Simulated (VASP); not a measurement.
Data:

```
CELL_PARAMETERS angstrom
      1.86831    -3.23601     0.00000
      1.86831     3.23601     0.00000
      0.00000     0.00000    11.95136
ATOMIC_POSITIONS crystal
  La 0.00000 0.00000 0.50000
  La 0.00000 0.00000 0.00000
  La 0.33333 0.66667 0.25000
  La 0.66667 0.33333 0.75000
```

Computed with optB88-vdW, VASP's PBE PAW potentials (set 64) (plane waves; VASP 6.6.1). Settings: 520 eV cut-off, Gaussian smearing of 0.050 eV, potentials La.

**Question.** Give the energies of bands 17 to 25 at the high-symmetry points, in eV from the Fermi level.

**Answer.** 
```
band      Γ      M      K      A      L      H
----  -----  -----  -----  -----  -----  -----
17    -3.18  -1.99  -0.97  -2.71  -1.71  -1.17
18    -1.85  -1.89  -0.97  -2.71  -1.71  -1.17
19    -1.84  -1.63  -0.70  -1.72  -1.42  -0.38
20    -1.81  -1.11  -0.55  -1.72  -1.42  -0.38
21     0.47  -0.71  -0.55   0.72  -1.14  -0.04
22     0.62  -0.30   0.02   0.72  -1.14  -0.04
23     1.17  -0.21   0.18   1.18   0.63  -0.03
24     1.21   0.41   0.18   1.18   0.63  -0.03
25     1.22   0.92   0.86   1.25   1.21   0.86
```

It has no gap at this level: it comes out as a metal or semimetal.

The compound is La in the dhcp structure. It was relaxed first.
